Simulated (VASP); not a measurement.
Input:

```
Ru
1.0
    1.31788    -2.31759     0.00000
    1.31788     2.31759     0.00000
    0.00000     0.00000     4.28143
Ru
2
Direct
  0.33333   0.66667   0.25000
  0.69644   0.36311   0.75000
```

These are optB88-vdW, VASP's PBE PAW potentials (set 64) (plane waves; VASP) values and carry that method's errors. Numerical set-up: 400 eV cut-off, 14×14×8 Γ-centred mesh, first-order Methfessel-Paxton smearing of 0.10 eV, potentials Ru_pv.

Task: Give the force on each atom (eV/Å).

Result: 
| atom | Fx | Fy | Fz |
|---|---|---|---|
| Ru1 | 0.556 | -0.050 | 0.000 |
| Ru2 | -0.556 | 0.050 | 0.000 |

Task: Give the stress tensor in GPa (positive for a compressed cell).

Result: 
```
25.95  -1.83   0.00
-1.83  18.64   0.00
 0.00   0.00  11.62
```
The pressure is its mean diagonal, 18.74 GPa.

The compound is Ru in the hcp structure. The cell was not relaxed at this level, atoms are displaced from their ideal sites. The run is one of a series of settings (AGGAC = 0.0, GGA = BO, LUSE_VDW = .TRUE., PARAM1 = 0.1833333333, PARAM2 = 0.22 against the base run), some of them coarse on purpose.
